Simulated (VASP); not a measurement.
# ZnS with optB86b-vdW: from relaxation to properties

What structure and properties does optB86b-vdW give ZnS, and how near are they to the measured ones? The steps: relaxing cell and atoms (optB86b-vdW), single point with fields (optB86b-vdW), band structure (optB86b-vdW), total and projected DOS (optB86b-vdW), optical spectrum (optB86b-vdW), volume scan with optB86b-vdW and fit for optB86b-vdW. The start is a cell from a database of measured crystal structures.

Method: optB86b-vdW; plane waves and PAW (Zn, S), in VASP 6.6.1.

Experimental background.

“On the Surface Hardening of Zinc Sulfide Windows by Gallium Sulfide” (2024, pmc:11595366) reports for ZnS, sphalerite (zinc blende), by powder X-ray diffraction (untreated commercial multispectral-grade CVD/HIP polycrystalline window): lattice constant a (cubic a, untreated; bracketed figure appears to be the next digit …) 5.411 Å [commercial polycrystalline ceramic window; bracketed digit ambiguous (next digit or …].

For ZnS, zincblende (literature value, sample not described), “Electronic, vibrational, and thermodynamic properties of ZnS (zincblende and rocksalt structure)” (2009, arxiv:0911.5022) quotes earlier work: band gap (direct gap E0 at Gamma) 3.85 eV at 19 K [literature value at 19 K; includes electron-phonon renormalization, which the paper puts …]; bulk modulus (B0) 76.9 GPa [literature value; measurement temperature not stated].

The database entry behind the starting cell differs from later determinations by our own check (about 0.1 % short), so it need not match the best structure at ambient conditions.

### Step 1. Set-up

Before any relaxation, the start is as follows. It takes space group F-43m (No. 216, cubic). Conventional cell: a = 5.404 Å, b = 5.404 Å, c = 5.404 Å, α = 90.00°, β = 90.00°, γ = 90.00°. Nearest to Zn lie 4 S at 2.34 Å. S has 4 Zn at 2.34 Å nearest. Farther neighbours and most contacts between anions are not listed.

### Step 2. Relaxing cell and atoms (optB86b-vdW)

Properties are meant for the cell that this level of theory prefers, so cell and atoms are relaxed first (ISIF = 3) until forces and stress are small; EDIFFG sets the threshold. optB86b-vdW pairs nonlocal correlation with a less repulsive exchange of B86b form. LUSE_VDW switches on a nonlocal correlation term for dispersion.

INCAR

```
SYSTEM = ZnS
PREC = Accurate
ENCUT = 400
EDIFF = 1E-06
NELM = 100
ISMEAR = 0
SIGMA = 0.05
LREAL = .FALSE.
ALGO = Normal
GGA = MK
AGGAC = 0
LUSE_VDW = .TRUE.
PARAM1 = 0.1234
PARAM2 = 1
LASPH = .TRUE.
NBANDS = 15
LORBIT = 11
LWAVE = .FALSE.
LCHARG = .FALSE.
KPAR = 2
IBRION = 2
NSW = 60
ISIF = 3
EDIFFG = -0.01
```

POSCAR

```
ZnS
1.0
    0.0000000000      2.7020000000      2.7020000000
    2.7020000000      0.0000000000      2.7020000000
    2.7020000000      2.7020000000      0.0000000000
Zn S
1 1
Direct
    0.2500000000      0.2500000000      0.2500000000
    0.0000000000      0.0000000000      0.0000000000
```

KPOINTS

```
Automatic mesh
0
Gamma
7 7 7
0 0 0
```

Potentials, in the order of the species: Zn and S (PBE family, release 64).

The run is started by

```sh
$ mpirun -np 2 vasp_std
```

The program printed:

```text
[banner, memory and clock lines left out]
running    2 mpi-ranks, on    1 nodes
 distrk:  each k-point on    1 cores,    2 groups
 distr:  one band on    1 cores,    1 groups

 POSCAR found type information on POSCAR ZnS
 POSCAR found :  2 types and       2 ions
|                                                                             |
|               ----> ADVICE to this user running VASP <----                  |
|                                                                             |
|     You have switched on vdW-DFT.                                           |
|     This routine was written and supplied by Jiri Klimes. We recommend      |
|     that you carefully read and cite the following publications:            |
|       J. Klimes, D.R. Bowler, A. Michelides                                 |
|          J. Phys.: Cond Matt. 22 022201 (2010)                              |
|       J. Klimes, D.R. Bowler, A. Michelides                                 |
|          Phys. Rev. B. 83, 195131 (2011)                                    |
|     and references therein.                                                 |
|                                                                             |

|                                                                             |
|               ----> ADVICE to this user running VASP <----                  |
|                                                                             |
|     You enforced a specific xc type in the INCAR file but a different       |
|     [... a line on the potential file left out ...]
|     I HOPE YOU KNOW WHAT YOU ARE DOING!                                     |
|                                                                             |

 LDA part: xc-table for (Slater+PW92), standard interpolation
 POSCAR, INCAR and KPOINTS ok, starting setup
 FFT: planning ... GRIDC
 FFT: planning ... GRID_SOFT
 FFT: planning ... GRID
 WAVECAR not read
 entering main loop
       N       E                     dE             d eps       ncg     rms          rms(c)
DAV:   1     0.763277590969E+02    0.76328E+02   -0.74153E+03   608   0.117E+03
DAV:   2     0.168392284601E+01   -0.74644E+02   -0.70173E+02   677   0.235E+02
DAV:   3    -0.274618567760E+01   -0.44301E+01   -0.44106E+01   726   0.577E+01
DAV:   4    -0.278848470415E+01   -0.42299E-01   -0.42290E-01   705   0.587E+00
DAV:   5    -0.278894861105E+01   -0.46391E-03   -0.46390E-03   782   0.596E-01    0.677E+00
DAV:   6    -0.240193750636E+01    0.38701E+00   -0.77211E-01   897   0.310E+01    0.525E+00
DAV:   7    -0.238561088271E+01    0.16327E-01   -0.24027E-01   705   0.465E+00    0.276E+00
DAV:   8    -0.238491815430E+01    0.69273E-03   -0.46917E-03   696   0.853E-01    0.720E-01
DAV:   9    -0.238502544208E+01   -0.10729E-03   -0.10306E-03   698   0.275E-01    0.851E-02
DAV:  10    -0.238512822741E+01   -0.10279E-03   -0.14396E-04   657   0.109E-01    0.378E-02
DAV:  11    -0.238512433894E+01    0.38885E-05   -0.19589E-05   754   0.515E-02    0.764E-03
DAV:  12    -0.238512472838E+01   -0.38943E-06   -0.21111E-06   676   0.158E-02
   1 F= -.23851247E+01 E0= -.23851247E+01  d E =-.238512E+01
 curvature:   0.00 expect dE= 0.000E+00 dE for cont linesearch  0.000E+00
 trial: gam= 0.00000 g(F)=  0.178E-46 g(S)=  0.103E-03 ort = 0.000E+00 (trialstep = 0.100E+01)
 search vector abs. value=  0.103E-03
 bond charge predicted
       N       E                     dE             d eps       ncg     rms          rms(c)
DAV:   1    -0.238658266803E+01   -0.14583E-02   -0.16043E-02   740   0.273E+00    0.276E-01
DAV:   2    -0.238533644862E+01    0.12462E-02   -0.37864E-03   754   0.182E+00    0.105E-01
DAV:   3    -0.238519396843E+01    0.14248E-03   -0.14900E-04   727   0.123E-01    0.471E-02
DAV:   4    -0.238516060678E+01    0.33362E-04   -0.19330E-05   796   0.742E-02    0.256E-02
DAV:   5    -0.238515530023E+01    0.53066E-05   -0.53495E-06   877   0.392E-02    0.536E-03
DAV:   6    -0.238515518326E+01    0.11697E-06   -0.13154E-06   438   0.112E-02
   2 F= -.23851552E+01 E0= -.23851552E+01  d E =-.304549E-04
 trial-energy change:   -0.000030  1 .order   -0.000035   -0.000103    0.000032
 step:   0.7185(harm=  0.7614)  dis= 0.00000  next Energy=    -2.385160 (dE=-0.351E-04)
 reached required accuracy - stopping structural energy minimisation
```

Run time: 62 s. Hardware: 2 MPI ranks of AMD EPYC 7R43, shared host; peak memory 0.54 GiB.

Lines that name or quote the potential files are left out of all logs, and their timing lines are given in words.

OUTCAR, selected parts (step 2):

```text
ion  position               nearest neighbor table
   1  0.250  0.250  0.250-   2 2.34   2 2.34   2 2.34   2 2.34
   2  0.000  0.000  0.000-   1 2.34   1 2.34   1 2.34   1 2.34

  LATTYP: Found a face centered cubic cell.
 ALAT       =     5.4040000000

 Subroutine GETGRP returns: Found 24 space group operations
 (whereof 24 operations were pure point group operations)

The static configuration has the point symmetry T_d .

 Found     20 irreducible k-points:

   k-points           NKPTS =     20   k-points in BZ     NKDIM =     20   number of bands    NBANDS=     15

   dimension x,y,z NGX =    28 NGY =   28 NGZ =   28
   dimension x,y,z NGXF=    56 NGYF=   56 NGZF=   56

   ENCUT  =  400.0 eV  29.40 Ry    5.42 a.u.   6.23  6.23  6.23*2*pi/ulx,y,z

   NELECT =      18.0000    total number of electrons

 k-points in reciprocal lattice and weights: Automatic mesh
   0.00000000  0.00000000  0.00000000       0.003
   0.14285714  0.00000000  0.00000000       0.023
   0.28571429  0.00000000  0.00000000       0.023
   0.42857143  0.00000000  0.00000000       0.023
   0.14285714  0.14285714  0.00000000       0.017
   0.28571429  0.14285714  0.00000000       0.070
   0.42857143  0.14285714  0.00000000       0.070
  -0.42857143  0.14285714  0.00000000       0.070
  -0.28571429  0.14285714  0.00000000       0.070
[...]
-0.42857143  0.42857143  0.14285714       0.070
  -0.28571429  0.42857143  0.14285714       0.070

 average (electrostatic) potential at core
       1 -36.1751       2 -88.6029

 E-fermi :   2.2809

 k-point     1 :       0.0000    0.0000    0.0000
  band No.  band energies     occupation
    ...
      5      -3.8667      2.00000
      6      -3.8667      2.00000
      7       2.0484      2.00000
      8       2.0484      2.00000
      9       2.0484      2.00000
     10       4.1069      0.00000
     11       8.4154      0.00000
     12       8.4154      0.00000
     13       8.4154      0.00000
     14      13.8228      0.00000
    ...

 k-point     2 :       0.1429    0.0000    0.0000
  band No.  band energies     occupation
    ...
      5      -3.8685      2.00000
      6      -3.8685      2.00000
      7       0.6749      2.00000
      8       1.8594      2.00000
      9       1.8594      2.00000
     10       5.0721      0.00000
     11       8.3381      0.00000
     12       8.7328      0.00000
     13       8.7328      0.00000
     14      13.1182      0.00000
    ...

 k-point     3 :       0.2857    0.0000    0.0000
  band No.  band energies     occupation
    ...
      5      -3.8615      2.00000
      6      -3.8615      2.00000
      7      -1.2858      2.00000
      8       1.4834      2.00000
      9       1.4835      2.00000
     10       5.4784      0.00000
     11       9.0705      0.00000
     12       9.0705      0.00000
     13       9.3261      0.00000
     14      13.2035      0.00000
    ...

Total vdW correction in eV:      3.4162973

  Total        0.0117993      0.0117993      0.0117993     -0.0000000     -0.0000000      0.0000000
  in kB        0.4804700      0.4804700      0.4804700     -0.0000000     -0.0000000      0.0000000
  external PRESSURE =       0.4804700 kB  Pullay stress =       0.0000000 kB

  energy-cutoff  :      400.00
  volume of cell :       39.35
      direct lattice vectors                 reciprocal lattice vectors
    -0.000000000  2.699546243  2.699546243    -0.185216312  0.185216312  0.185216312
     2.699546243  0.000000000  2.699546243     0.185216312 -0.185216312  0.185216312
     2.699546243  2.699546243 -0.000000000     0.185216312  0.185216312 -0.185216312

 POSITION                                       TOTAL-FORCE (eV/Angst)
 -----------------------------------------------------------------------------------
      1.34977      1.34977      1.34977         0.000000      0.000000      0.000000
      0.00000      0.00000      0.00000        -0.000000     -0.000000     -0.000000
 -----------------------------------------------------------------------------------
    total drift:                               -0.000000     -0.000000     -0.000000

  FREE ENERGIE OF THE ION-ELECTRON SYSTEM (eV)
  ---------------------------------------------------
  free  energy   TOTEN  =        -2.3851551833 eV

  energy  without entropy=       -2.3851551833  energy(sigma->0) =       -2.38515518

Total vdW correction in eV:      3.4163056

 reached required accuracy - stopping structural energy minimisation

 total charge
# of ion       s       p       d       tot
------------------------------------------
    1        0.525   0.481   9.801  10.807
    2        1.318   2.430   0.000   3.748
--------------------------------------------------
tot          1.843   2.911   9.801  14.555

[... 3 further parts left out ...]
```

CONTCAR:

```
ZnS
   1.00000000000000
    -0.0000000000000000    2.6995462427484944    2.6995462427484944
     2.6995462427484944    0.0000000000000000    2.6995462427484944
     2.6995462427484944    2.6995462427484944   -0.0000000000000000
  Zn              S
     1     1
Direct
     0.2500000000000000    0.2500000000000000    0.2500000000000000
     0.0000000000000000    0.0000000000000000    0.0000000000000000
```

The gap is read on the k-mesh alone, so it is an upper bound where the band edges lie off the mesh. The PAW data sets were made with PBE, which is usual practice but a small mismatch for other functionals. The run keeps the 24 symmetry operations of its start, so it cannot find a distortion of lower symmetry.

Little changed from the start: no atom moved by 0.005 Å and no cell edge by 0.1 %.

This step gave:

```
electrons                       : 18
bands                           : 15
irreducible k-points            : 20
symmetry operations             : 24
free energy (TOTEN)             : -2.385 eV
Fermi energy                    : 2.281 eV
pressure                        : 0.04805 GPa
metallic                        : no
valence top at k                : 0, 0, 0
conduction bottom at k          : 0, 0, 0
least direct gap at k           : 0, 0, 0
SCF cycles over all ionic steps : 18
gap on the k-mesh               : 2.059 eV
least direct gap on the k-mesh  : 2.059 eV
```

It ends with forces that vanish by symmetry and a pressure of 0.05 GPa. The volume lies -0.3 % from that of the database's start, which holds the thermal and zero-point expansion of its experiment.

(Part 1 of 4 ends here.)

[Lines on the potential files, build, host, timing and source positions are cut from VASP's logs without a mark.]

[Logs are printed without paths, hosts, clocks, repeated set-up lines and the standing remarks that a program may print on its own settings, such as how far it seeks lower states.]

[Hosts, paths, dates, database ids (printed as entryN), source tags and the programs' standing remarks are cut or masked in the printed files.]

[A measured line is paired with the nearest computed mode of its activity, which favours agreement.]
